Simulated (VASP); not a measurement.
Output of a VASP run:

### OSZICAR
```
       N       E                     dE             d eps       ncg     rms          rms(c)
DAV:   1     0.392004040240E+03    0.39200E+03   -0.20741E+04   960   0.174E+03
DAV:   2    -0.451667849668E+02   -0.43717E+03   -0.43054E+03  1144   0.482E+02
DAV:   3    -0.948337332556E+02   -0.49667E+02   -0.47847E+02  1680   0.147E+02
DAV:   4    -0.972475033281E+02   -0.24138E+01   -0.23680E+01  1384   0.281E+01
DAV:   5    -0.973523706976E+02   -0.10487E+00   -0.10481E+00  1336   0.469E+00    0.283E+01
DAV:   6    -0.540250625618E+02    0.43327E+02   -0.12279E+02  1256   0.979E+01    0.108E+01
DAV:   7    -0.552291426453E+02   -0.12041E+01   -0.56981E+01  1456   0.428E+01    0.997E+00
DAV:   8    -0.541560445345E+02    0.10731E+01   -0.12910E+00  1320   0.774E+00    0.825E+00
DAV:   9    -0.525153492133E+02    0.16407E+01   -0.28681E+00  1472   0.858E+00    0.584E+00
DAV:  10    -0.527629713066E+02   -0.24762E+00   -0.42433E+00  1328   0.140E+01    0.709E+00
DAV:  11    -0.528537090088E+02   -0.90738E-01   -0.21565E-01  1232   0.346E+00    0.723E+00
DAV:  12    -0.529074205936E+02   -0.53712E-01   -0.81247E-02  1384   0.197E+00    0.773E+00
DAV:  13    -0.530601795424E+02   -0.15276E+00   -0.12469E-01  1248   0.303E+00    0.496E+00
DAV:  14    -0.526419527000E+02    0.41823E+00   -0.20587E+00  1232   0.112E+01    0.424E+00
DAV:  15    -0.526473117008E+02   -0.53590E-02   -0.10562E-01  1080   0.271E+00    0.363E+00
DAV:  16    -0.526367646134E+02    0.10547E-01   -0.24495E-02  1056   0.140E+00    0.235E+00
DAV:  17    -0.526379942720E+02   -0.12297E-02   -0.18298E-02  1176   0.138E+00    0.102E+00
DAV:  18    -0.526251194045E+02    0.12875E-01   -0.75810E-03  1240   0.636E-01    0.558E-01
DAV:  19    -0.526235406173E+02    0.15788E-02   -0.22335E-03  1344   0.494E-01    0.343E-01
DAV:  20    -0.526231728428E+02    0.36777E-03   -0.17477E-04  1384   0.953E-02    0.342E-01
DAV:  21    -0.526223522635E+02    0.82058E-03   -0.81564E-04  1368   0.209E-01    0.305E-01
DAV:  22    -0.526212817234E+02    0.10705E-02   -0.10181E-03  1304   0.238E-01    0.966E-02
DAV:  23    -0.526211951668E+02    0.86557E-04   -0.22808E-04  1312   0.116E-01    0.485E-02
DAV:  24    -0.526212202925E+02   -0.25126E-04   -0.13063E-05  1328   0.287E-02    0.473E-02
DAV:  25    -0.526212120253E+02    0.82672E-05   -0.49744E-05   968   0.803E-02    0.217E-02
DAV:  26    -0.526211708114E+02    0.41214E-04   -0.18576E-05  1040   0.389E-02    0.215E-02
DAV:  27    -0.526211833088E+02   -0.12497E-04   -0.50648E-06  1008   0.217E-02    0.161E-02
DAV:  28    -0.526212058357E+02   -0.22527E-04   -0.25477E-06  1272   0.126E-02    0.611E-03
DAV:  29    -0.526212126132E+02   -0.67775E-05   -0.10591E-06  1272   0.722E-03    0.268E-03
DAV:  30    -0.526212151491E+02   -0.25359E-05   -0.89653E-08   480   0.299E-03    0.142E-03
DAV:  31    -0.526212174992E+02   -0.23501E-05   -0.96510E-08   512   0.285E-03    0.470E-04
DAV:  32    -0.526212182183E+02   -0.71912E-06   -0.22003E-08   480   0.145E-03    0.237E-04
DAV:  33    -0.526212184993E+02   -0.28105E-06   -0.75337E-09   480   0.823E-04    0.222E-04
DAV:  34    -0.526212181592E+02    0.34013E-06   -0.26087E-09   480   0.474E-04    0.151E-04
DAV:  35    -0.526212182600E+02   -0.10077E-06   -0.16859E-09   480   0.286E-04    0.919E-05
DAV:  36    -0.526212183284E+02   -0.68410E-07   -0.94489E-10   480   0.325E-04
   1 F= -.52621218E+02 E0= -.52621218E+02  d E =-.138237E-17
```

### OUTCAR
```
------------------------ aborting loop because EDIFF is reached ----------------------------------------
  FORCE on cell =-STRESS in cart. coord.  units (eV):
  Direction    XX          YY          ZZ          XY          YZ          ZX
  --------------------------------------------------------------------------------------
  Total       -3.8171047     -3.8171047     -3.8171047      0.0000000      0.0000000     -0.0000000
  in kB      -96.0800209    -96.0800209    -96.0800209      0.0000000      0.0000000     -0.0000000
  external PRESSURE =     -96.0800209 kB  Pullay stress =       0.0000000 kB
  volume of cell :       63.65
      direct lattice vectors                 reciprocal lattice vectors
     3.992735307  0.000000000  0.000000000     0.250454869  0.000000000  0.000000000
     0.000000000  3.992735307  0.000000000     0.000000000  0.250454869  0.000000000
     0.000000000  0.000000000  3.992735307     0.000000000  0.000000000  0.250454869
 POSITION                                       TOTAL-FORCE (eV/Angst)
 -----------------------------------------------------------------------------------
      0.00000      0.00000      0.00000         0.000000      0.000000      0.000000
      1.99637      1.99637      1.99637         0.000000      0.000000      0.000000
      1.99637      0.00000      1.99637         0.000000      0.000000      0.000000
      0.00000      1.99637      1.99637         0.000000      0.000000      0.000000
      1.99637      1.99637      0.00000         0.000000      0.000000      0.000000
 -----------------------------------------------------------------------------------
    total drift:                                0.000000      0.000000     -0.000000
  FREE ENERGIE OF THE ION-ELECTRON SYSTEM (eV)
  ---------------------------------------------------
  free  energy   TOTEN  =       -52.6212183284 eV

  energy  without entropy=      -52.6212183284  energy(sigma->0) =      -52.62121833
```
(Selected blocks of OUTCAR.)

**POSCAR**
```
SrTiO3
1
    3.9927353074     0.0000000000     0.0000000000
    0.0000000000     3.9927353074     0.0000000000
    0.0000000000     0.0000000000     3.9927353074
Sr Ti O
1 1 3
Direct
  0.0000000000   0.0000000000   0.0000000000
  0.5000000000   0.5000000000   0.5000000000
  0.5000000000   0.0000000000   0.5000000000
  0.0000000000   0.5000000000   0.5000000000
  0.5000000000   0.5000000000   0.0000000000
```

**Question.** Write an INCAR and KPOINTS that could have produced this output.

**Answer.** One answer among several that fit: the input of the run itself, MS2 meta-GGA, plane waves, VASP's PBE PAW potentials (set 64).

### INCAR
```
SYSTEM=SrTiO3
PREC=Accurate; ENCUT=520; LREAL=F
LASPH=T
EDIFF=1E-7; NELM=100; ALGO=Normal
LMAXMIX=4; LMIXTAU=T
ISMEAR=0; SIGMA=0.05
METAGGA=MS2
ISIF=2
LWAVE=F; LCHARG=F
```

**KPOINTS**
```
Automatic mesh
0
gamma
 6 6 6
0 0 0
```

POTCAR, in this order: Sr_sv Ti_sv O (PBE.64 set). Program: vasp_std.

The compound is SrTiO3 in the cubic perovskite structure, the ideal cubic form; the compound distorts at low or room temperature. This cell is one point of a volume scan, at 1.06 of the reference volume.
